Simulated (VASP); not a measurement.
An input for Quantum ESPRESSO's pw.x (written as the equivalent of a VASP run, and not itself run):

```
&CONTROL
  calculation = 'scf'
  pseudo_dir = './pseudo'
  outdir = './out'
  tprnfor = .true.
  tstress = .true.
/
&SYSTEM
  ibrav = 0
  nat = 3
  ntyp = 2
  ecutwfc = 98
  occupations = 'smearing'
  smearing = 'methfessel-paxton'
  degauss = 0.00735
  input_dft = 'pbe'
  vdw_corr = 'grimme-d3'
  dftd3_version = 4
  dftd3_threebody = .false.
/
&ELECTRONS
  conv_thr = 7.3e-09
  electron_maxstep = 100
/
ATOMIC_SPECIES
  Si 28.085 Si.upf
  Ni 58.693 Ni.upf
CELL_PARAMETERS angstrom
     0.0000000    2.6935507    2.6935507
     2.6935507    0.0000000    2.6935507
     2.6935507    2.6935507    0.0000000
ATOMIC_POSITIONS crystal
  Si   0.2500000  0.2500000  0.2500000
  Si   0.7500000  0.7500000  0.7500000
  Ni   0.0000000  0.0000000  0.0000000
K_POINTS automatic
  10 10 10 0 0 0
```

Question: Write the VASP files for the same calculation (PBE-D3(BJ)).

Answer: Several could match; the one computed here: 
INCAR:
```
SYSTEM = NiSi2
PREC = Accurate
ENCUT = 520
EDIFF = 1E-7
NELM = 100
ALGO = Normal
LREAL = .FALSE.
LASPH = .TRUE.
ISMEAR = 1
SIGMA = 0.1
GGA = PE
IVDW = 12
LMAXMIX = 4
LWAVE = .FALSE.
LCHARG = .FALSE.
ISIF = 2
```

POSCAR:
```
NiSi2
1
    0.0000000000     2.6935507401     2.6935507401
    2.6935507401     0.0000000000     2.6935507401
    2.6935507401     2.6935507401     0.0000000000
Si Ni
2 1
Direct
  0.2500000000   0.2500000000   0.2500000000
  0.7500000000   0.7500000000   0.7500000000
  0.0000000000   0.0000000000   0.0000000000
```

**KPOINTS**
```
Automatic mesh
0
Gamma
10 10 10
0 0 0
```

POTCAR, in this order: Si Ni (PBE.64 set). Program: vasp_std.

Limits of the translation: the potentials are each code's own (VASP's PAW set, PseudoDojo norm-conserving files in pw.x), so ENCUT and ecutwfc are chosen apart and not converted; conv_thr bounds pw.x's estimated SCF error, while EDIFF bounds the energy change between steps.

The compound is NiSi2 in the fluorite structure. It was relaxed first.
